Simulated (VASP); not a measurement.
Output of a VASP run:

File OSZICAR:
```
...
DAV:   4    -0.411849605718E+02    0.27007E-03   -0.10484E-03   800   0.118E-01    0.181E-01
DAV:   5    -0.411850341372E+02   -0.73565E-04   -0.73693E-04   781   0.108E-01    0.526E-02
DAV:   6    -0.411851123185E+02   -0.78181E-04   -0.13455E-04   893   0.428E-02    0.186E-02
DAV:   7    -0.411851396724E+02   -0.27354E-04   -0.92780E-06   526   0.128E-02    0.155E-02
DAV:   8    -0.411851707639E+02   -0.31092E-04   -0.97399E-06   484   0.120E-02    0.101E-02
DAV:   9    -0.411851848562E+02   -0.14092E-04   -0.44831E-06   486   0.789E-03    0.344E-03
DAV:  10    -0.411852049439E+02   -0.20088E-04   -0.55145E-06   469   0.846E-03    0.245E-03
DAV:  11    -0.411852126993E+02   -0.77554E-05   -0.22420E-06   469   0.466E-03
   3 F= -.41185213E+02 E0= -.41185213E+02  d E =-.265596E-01
       N       E                     dE             d eps       ncg     rms          rms(c)
DAV:   1    -0.410874505490E+02    0.97754E-01   -0.35488E+01   684   0.201E+01    0.175E+00
DAV:   2    -0.411945272093E+02   -0.10708E+00   -0.11859E+00   799   0.476E+00    0.840E-01
DAV:   3    -0.411950581981E+02   -0.53099E-03   -0.46921E-02  1015   0.657E-01    0.623E-01
DAV:   4    -0.411938143874E+02    0.12438E-02   -0.41690E-03   800   0.237E-01    0.401E-01
DAV:   5    -0.411936985527E+02    0.11583E-03   -0.32769E-03   885   0.231E-01    0.116E-01
DAV:   6    -0.411939093299E+02   -0.21078E-03   -0.57811E-04   903   0.874E-02    0.377E-02
DAV:   7    -0.411939879484E+02   -0.78619E-04   -0.50871E-05   750   0.276E-02    0.307E-02
DAV:   8    -0.411940649582E+02   -0.77010E-04   -0.36785E-05   651   0.251E-02    0.178E-02
DAV:   9    -0.411940953887E+02   -0.30431E-04   -0.98555E-06   511   0.122E-02    0.680E-03
DAV:  10    -0.411941379266E+02   -0.42538E-04   -0.11715E-05   477   0.132E-02    0.333E-03
DAV:  11    -0.411941590893E+02   -0.21163E-04   -0.59630E-06   486   0.819E-03    0.543E-03
DAV:  12    -0.411941686344E+02   -0.95451E-05   -0.27145E-06   446   0.548E-03
   4 F= -.41194169E+02 E0= -.41194169E+02  d E =-.355156E-01
       N       E                     dE             d eps       ncg     rms          rms(c)
DAV:   1    -0.411876340565E+02    0.65250E-02   -0.27723E+00   719   0.559E+00    0.468E-01
DAV:   2    -0.411957256053E+02   -0.80915E-02   -0.90225E-02   799   0.132E+00    0.223E-01
DAV:   3    -0.411957391521E+02   -0.13547E-04   -0.37153E-03  1030   0.183E-01    0.166E-01
DAV:   4    -0.411956342282E+02    0.10492E-03   -0.32595E-04   800   0.645E-02    0.106E-01
DAV:   5    -0.411956206595E+02    0.13569E-04   -0.26071E-04   740   0.632E-02    0.283E-02
DAV:   6    -0.411956347828E+02   -0.14123E-04   -0.46470E-05   743   0.253E-02    0.135E-02
DAV:   7    -0.411956385422E+02   -0.37594E-05   -0.31102E-06   504   0.777E-03
   5 F= -.41195639E+02 E0= -.41195639E+02  d E =-.369855E-01
       N       E                     dE             d eps       ncg     rms          rms(c)
DAV:   1    -0.411955614691E+02    0.73314E-04   -0.35716E-01   686   0.203E+00    0.185E-01
DAV:   2    -0.411966726980E+02   -0.11112E-02   -0.12705E-02   779   0.494E-01    0.843E-02
DAV:   3    -0.411966545158E+02    0.18182E-04   -0.45629E-04  1006   0.693E-02    0.594E-02
DAV:   4    -0.411966221624E+02    0.32353E-04   -0.66859E-05   744   0.304E-02    0.382E-02
DAV:   5    -0.411966098895E+02    0.12273E-04   -0.30828E-05   632   0.223E-02    0.163E-02
DAV:   6    -0.411966035889E+02    0.63006E-05   -0.77660E-06   504   0.165E-02
   6 F= -.41196604E+02 E0= -.41196604E+02  d E =-.965047E-03
```

### OUTCAR
```
------------------------ aborting loop because EDIFF is reached ----------------------------------------
  FORCE on cell =-STRESS in cart. coord.  units (eV):
  Direction    XX          YY          ZZ          XY          YZ          ZX
  --------------------------------------------------------------------------------------
  Total        0.9585728     -2.4286088     -0.3662373      0.0000000      0.0000000      0.0000000
  in kB        1.9758843     -5.0060360     -0.7549165      0.0000000      0.0000000      0.0000000
  external PRESSURE =      -1.2616894 kB  Pullay stress =       0.0000000 kB
  volume of cell :      777.27
      direct lattice vectors                 reciprocal lattice vectors
     4.418238546  0.000000000  0.000000000     0.226334542  0.000000000  0.000000000
     0.000000000  6.248332387  0.000000000     0.000000000  0.160042702  0.000000000
     0.000000000  0.000000000 28.155348320     0.000000000  0.000000000  0.035517231
 POSITION                                       TOTAL-FORCE (eV/Angst)
 -----------------------------------------------------------------------------------
      0.00000      0.00000      8.63481         0.000000      0.000000      0.011589
      2.20912      3.12417     10.70020         0.000000      0.000000     -0.018132
      0.00000      0.00000     12.98174         0.000000      0.000000     -0.007632
      2.20912      3.12417     15.17361         0.000000      0.000000      0.007632
      0.00000      0.00000     17.45515         0.000000      0.000000      0.018132
      2.20912      3.12417     19.52054         0.000000      0.000000     -0.011589
      2.20912      0.00000     10.70522         0.000000      0.000000      0.029902
      0.00000      3.12417      8.57956         0.000000      0.000000      0.018585
      2.20912      0.00000     15.16732         0.000000      0.000000      0.017531
      0.00000      3.12417     12.98803         0.000000      0.000000     -0.017531
      2.20912      0.00000     19.57579         0.000000      0.000000     -0.018585
      0.00000      3.12417     17.45013         0.000000      0.000000     -0.029902
 -----------------------------------------------------------------------------------
    total drift:                                0.000000      0.000000     -0.000000
  FREE ENERGIE OF THE ION-ELECTRON SYSTEM (eV)
  ---------------------------------------------------
  free  energy   TOTEN  =       -41.1966035889 eV

  energy  without entropy=      -41.1966035889  energy(sigma->0) =      -41.19660359

 reached required accuracy - stopping structural energy minimisation
```
(Selected blocks of OUTCAR.)

**POSCAR**
```
KCl(110) slab
1
    4.4182385464    -0.0000000000    -0.0000000000
   -0.0000000000     6.2483323875     0.0000000000
    0.0000000000     0.0000000000    28.1553483204
K Cl
6 6
Direct
  0.0000000000   0.0000000000   0.3038460000
  0.5000000000   0.5000000000   0.3823070000
  0.0000000000   0.0000000000   0.4607690000
  0.5000000000   0.5000000000   0.5392310000
  0.0000000000   0.0000000000   0.6176930000
  0.5000000000   0.5000000000   0.6961540000
  0.5000000000   0.0000000000   0.3823070000
  0.0000000000   0.5000000000   0.3038460000
  0.5000000000   0.0000000000   0.5392310000
  0.0000000000   0.5000000000   0.4607690000
  0.5000000000   0.0000000000   0.6961540000
  0.0000000000   0.5000000000   0.6176930000
```

Task: Write an INCAR and KPOINTS that could have produced this output.

Result: Several could match; the one computed here: the input of the run itself, PBEsol GGA, plane waves, VASP's PBE PAW potentials (set 64).

File KPOINTS:
```
Automatic mesh
0
Gamma
5 3 1
0 0 0
```

**INCAR**
```
! general
SYSTEM = KCl(110) slab
PREC   = Normal
ENCUT  = 400
LREAL  = .FALSE.
LASPH  = .TRUE.

! electronic loop
EDIFF  = 1E-5
NELM   = 100
NELMIN = 4
ALGO   = Normal

! smearing
ISMEAR = 0
SIGMA  = 0.05

! functional
GGA    = PS

! ions
IBRION = 2
NSW    = 50
ISIF   = 2
EDIFFG = -0.03

! output
LWAVE  = .TRUE.
LCHARG = .FALSE.

! other
LDIPOL = .TRUE.
IDIPOL = 3
DIPOL  = 0.5 0.5 0.5
```

POTCAR, in this order: K_sv Cl (PBE.64 set). Program: vasp_std.

The cell is a thin slab with vacuum, built from KCl (rock salt): (110) face.
